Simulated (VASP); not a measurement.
Al3InN4:

```
CELL_PARAMETERS angstrom
3.19853 0.00000 0.00000
0.00000 3.19853 0.00000
0.00000 0.00000 8.98152
ATOMIC_POSITIONS crystal
Al 0.50000 0.50000 0.74753
Al 0.00000 0.00000 0.50000
Al 0.50000 0.50000 0.25247
In 0.00000 0.00000 0.00000
N 0.00000 0.00000 0.25170
N 0.50000 0.50000 0.00000
N 0.00000 0.00000 0.74830
N 0.50000 0.50000 0.50000
```

The cell was built by a generator and needn't be a form met in nature.

- Program: VASP 6.6.1
- Task: relaxation of cell and atoms
- Functional: PBE
- Potentials or basis: VASP PAW PBE potentials, release 64 (Al, In_d, N)
- Cutoff: 520 eV
- k mesh: 4 × 4 × 2
- Occupations: gaussian, width 0.15 eV
- Spin: no spin polarisation

At the start: pressure -24.8 GPa; volume 11.49 Å³/atom.

Where does the relaxation end?

Over 11 steps the energy falls by 209.2 meV/atom and the volume is 9.79 Å³/atom (-14.8 %); space group P4/mmm (No. 123, to 0.05 Å).

The path:
```csv
step,energy change (eV),largest force (eV/Å),pressure (GPa),volume (Å³)
1,0.0000,1.6428,-24.77,91.89
2,-0.8223,1.1856,29.40,70.24
3,-1.3883,1.5582,1.58,77.61
4,-1.3884,1.5565,2.63,77.34
5,-1.5880,0.9788,2.37,77.23
6,-1.6026,1.0122,2.87,77.18
7,-1.6652,0.0792,-1.47,79.08
8,-1.6682,0.1137,-0.87,78.74
9,-1.6725,0.0804,0.42,78.23
10,-1.6725,0.0866,0.52,78.21
11,-1.6739,0.0505,0.17,78.32
```

Final structure:
```
Al In N
1.0
     3.03423    0.00000    0.00000
     0.00000    3.03423    0.00000
     0.00000    0.00000    8.50685
Al In N
3 1 4
Cartesian
  1.5171 1.5171 6.2261
  0.0000 0.0000 4.2534
  1.5171 1.5171 2.2807
  0.0000 0.0000 0.0000
  0.0000 0.0000 2.2969
  1.5171 1.5171 0.0000
  0.0000 0.0000 6.2099
  1.5171 1.5171 4.2534
```

Caveat: the k mesh is coarse (spacing up to 0.49 Å⁻¹), so the values aren't converged.
